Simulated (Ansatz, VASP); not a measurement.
This is a calculation of GaSn for Ansatz 0.2.0.

File input.yaml:

```yaml
crystal:
  lattice:
    - [0.0, 2.90288142, 3.09821557]
    - [2.72925129, 0.0, 3.09821557]
    - [2.72925129, 2.90288142, 0.0]
  atoms:
    - { symbol: Ga, position: [0.5, 0.5, 0.5] }
    - { symbol: Sn, position: [0.0, 0.0, 0.0] }
hamiltonian:
  xc: pbesol
  pseudopotentials: { kind: paw }
kpoints:
  mp_grid: { grid: [8, 8, 8] }
scf:
  occupations: { method: fermi_dirac, width: 0.05 }
output:
  forces: true
  stress: true
  eigenvalues: true
relax:
  f_tol: 0.01
  max_steps: 40
  cell: { stress_tol: 0.05 }
```

Potentials or basis: Ansatz PAW.

Run with:

```bash
$ ansatz run input.yaml --threads 2 --pin off --max-ram 5632MiB --backend cpu --events-out ev --progress --plain --runs-dir out
```

Problem. Set up the same calculation for VASP 6.6.1. Potentials there: VASP PAW PBE potentials, release 64 (Ga_d, Sn_d).

Solution. As run (the cutoff follows the program's own potentials):

File INCAR:

```
SYSTEM = GaSn
ALGO = Normal ; EDIFF = 1E-7
EDIFFG = -0.005 ; ENCUT = 600
GGA = PS ; IBRION = 2
ISIF = 3 ; ISMEAR = -1
LASPH = .TRUE. ; LCHARG = .FALSE.
LREAL = .FALSE. ; LWAVE = .FALSE.
NELM = 80 ; NSW = 40
PREC = Accurate ; PSTRESS = 0
SIGMA = 0.05
```

The input KPOINTS:

```
k-points
0
G
  8 8 8
  0 0 0
```

The input POSCAR:

```
GaSn
1.0
    0.0000000000      2.9028814200      3.0982155700
    2.7292512900      0.0000000000      3.0982155700
    2.7292512900      2.9028814200      0.0000000000
Ga Sn
1 1
Direct
    0.5000000000      0.5000000000      0.5000000000
    0.0000000000      0.0000000000      0.0000000000
```

Potentials or basis: VASP PAW PBE potentials, release 64 (Ga_d, Sn_d).

Launch:

```console
$ cat potpaw_PBE.64/Ga_d/POTCAR potpaw_PBE.64/Sn_d/POTCAR > POTCAR
$ mpirun -np 1 vasp_std > vasp.out
```

Both were run:

|  | VASP | Ansatz | Ansatz less VASP |
| --- | --- | --- | --- |
| gap on the k mesh at the Fermi level, each at its own relaxed structure (eV) | none | none | - |
| relaxed volume (Å³/atom) | 23.09 | 23.08 | -0.007 |
| relaxed cell length with the largest relative difference (Å) | 4.027 | 4.027 | -0.0005 |
| energy change over the relaxation (meV/atom) | -69 | -69 | -0.1 |

A gap of «none» marks a metal or a gap that the smearing closes.

Caveats: the PAW data sets were made with another functional, which shifts forces and pressure a little (VASP); the plane-wave basis is chosen anew once the cell has moved, so the energies of steps on either side of that aren't comparable (Ansatz); the PAW data sets come from PBE, with cores solved anew for the run's functional, which leaves a small shift of forces and pressure (Ansatz).
